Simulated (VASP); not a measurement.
Data:

```xyz
2
Lattice="0.0000 2.2288 2.2288 2.2288 0.0000 2.2288 2.2288 2.2288 0.0000" Properties=species:S:1:pos:R:3 pbc="T T T"
Nb     0.0000     0.0000     0.0000
C      2.2288     2.2288     2.2288
```

Computed with PBE GGA with D4 dispersion, VASP's PBE PAW potentials (set 64) (plane waves; VASP). Run with 520 eV cut-off, 16×16×16 Γ-centred mesh, tetrahedra with Blöchl corrections, potentials Nb_sv C.

Question: Estimate the energy per atom (σ→0), band gap (on the k-mesh) with the smallest direct gap where there is one.

Answer: 
```
Item                                                        Result
------------------------  ----------------------------------------
band gap (on the k-mesh)  none (metal, semimetal or under 0.01 eV)
energy per atom (σ→0)                              -10.607 eV/atom
```

The absolute energy has meaning only against runs of the same code, potentials and settings.

The compound is NbC in the rock salt structure. It was relaxed first. The electron count is odd and the run is not spin-polarised, which forces a metal.
